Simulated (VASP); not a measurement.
Calculation: PBE GGA + U (Dudarev), VASP's PBE PAW potentials (set 64) (plane waves; VASP).

VASP ran on this input.

**POSCAR**
```
CoSi2
1
    0.0000000000     2.7336000000     2.7336000000
    2.7336000000     0.0000000000     2.7336000000
    2.7336000000     2.7336000000     0.0000000000
Co Si
1 2
Direct
  0.0000000000   0.0000000000   0.0000000000
  0.2500000000   0.2500000000   0.2500000000
  0.7500000000   0.7500000000   0.7500000000
```

File KPOINTS:
```
Automatic mesh
0
Gamma
9 9 9
0 0 0
```

**INCAR**
```
SYSTEM = CoSi2
PREC = Accurate
ENCUT = 400
EDIFF = 1E-6
NELM = 100
ALGO = Normal
LREAL = .FALSE.
LASPH = .TRUE.
ISMEAR = 1
SIGMA = 0.1
GGA = PE
LMAXMIX = 4
LWAVE = .FALSE.
LCHARG = .FALSE.
ISIF = 2
LDAU = .TRUE.
LDAUTYPE = 2
LDAUL = 2 -1
LDAUU = 2.0 0
LDAUJ = 0 0
LDAUPRINT = 1
LORBIT = 10
```

POTCAR, in this order: Co Si (PBE.64 set). Program: vasp_std.

Output of the run:

OSZICAR:
```
       N       E                     dE             d eps       ncg     rms          rms(c)
DAV:   1     0.620821711200E+02    0.62082E+02   -0.58188E+03   840   0.107E+03
DAV:   2    -0.150223890504E+02   -0.77105E+02   -0.71892E+02   852   0.232E+02
DAV:   3    -0.183797282665E+02   -0.33573E+01   -0.32369E+01  1076   0.566E+01
DAV:   4    -0.184576256554E+02   -0.77897E-01   -0.77756E-01   996   0.823E+00
DAV:   5    -0.184599875497E+02   -0.23619E-02   -0.23607E-02  1128   0.146E+00    0.126E+01
DAV:   6    -0.212860623170E+02   -0.28261E+01   -0.30198E+01  1068   0.117E+02    0.156E+01
DAV:   7    -0.174365274715E+02    0.38495E+01   -0.13071E+01  1120   0.924E+01    0.315E+00
DAV:   8    -0.174444357216E+02   -0.79083E-02   -0.82771E-01  1024   0.737E+00    0.163E+00
DAV:   9    -0.174210137017E+02    0.23422E-01   -0.83485E-02  1084   0.603E+00    0.422E-01
DAV:  10    -0.174215095770E+02   -0.49588E-03   -0.50137E-03   980   0.627E-01    0.513E-02
DAV:  11    -0.174215225031E+02   -0.12926E-04   -0.13991E-04  1056   0.155E-01    0.309E-02
DAV:  12    -0.174215356548E+02   -0.13152E-04   -0.44999E-05   924   0.633E-02    0.693E-03
DAV:  13    -0.174215361644E+02   -0.50970E-06   -0.23722E-06   840   0.271E-02
   1 F= -.17421536E+02 E0= -.17421836E+02  d E =0.898584E-03
```

OUTCAR:
```
------------------------ aborting loop because EDIFF is reached ----------------------------------------
  FORCE on cell =-STRESS in cart. coord.  units (eV):
  Direction    XX          YY          ZZ          XY          YZ          ZX
  --------------------------------------------------------------------------------------
  Total       -2.8626322     -2.8626322     -2.8626322     -0.0000000     -0.0000000      0.0000000
  in kB     -112.2641885   -112.2641885   -112.2641885     -0.0000000     -0.0000000      0.0000000
  external PRESSURE =    -112.2641885 kB  Pullay stress =       0.0000000 kB
  volume of cell :       40.85
      direct lattice vectors                 reciprocal lattice vectors
     0.000000000  2.733600000  2.733600000    -0.182908984  0.182908984  0.182908984
     2.733600000  0.000000000  2.733600000     0.182908984 -0.182908984  0.182908984
     2.733600000  2.733600000  0.000000000     0.182908984  0.182908984 -0.182908984
 POSITION                                       TOTAL-FORCE (eV/Angst)
 -----------------------------------------------------------------------------------
      0.00000      0.00000      0.00000        -0.000000      0.000000     -0.000000
      1.36680      1.36680      1.36680         0.000000      0.000000     -0.000000
      4.10040      4.10040      4.10040         0.000000     -0.000000      0.000000
 -----------------------------------------------------------------------------------
    total drift:                               -0.000000     -0.000000      0.000000
  FREE ENERGIE OF THE ION-ELECTRON SYSTEM (eV)
  ---------------------------------------------------
  free  energy   TOTEN  =       -17.4215361644 eV

  energy  without entropy=      -17.4224347489  energy(sigma->0) =      -17.42183569

 total charge

# of ion       s       p       d       tot
------------------------------------------
    1        0.502   0.635   7.620   8.756
    2        0.722   0.830   0.000   1.551
    3        0.722   0.830   0.000   1.551
--------------------------------------------------
tot          1.945   2.294   7.620  11.859
```
(Selected blocks of OUTCAR.)

The compound is CoSi2 in the fluorite structure. The cell was not relaxed at this level. The run is one of a series of settings (LDAU = .TRUE., LDAUJ = 0 0, LDAUL = 2 -1, LDAUTYPE = 2, LDAUU = 2.0 0 against the base run), some of them coarse on purpose. The run is not spin-polarised, so no magnetic state was tried. The electron count is odd and the run is not spin-polarised, which forces a metal.
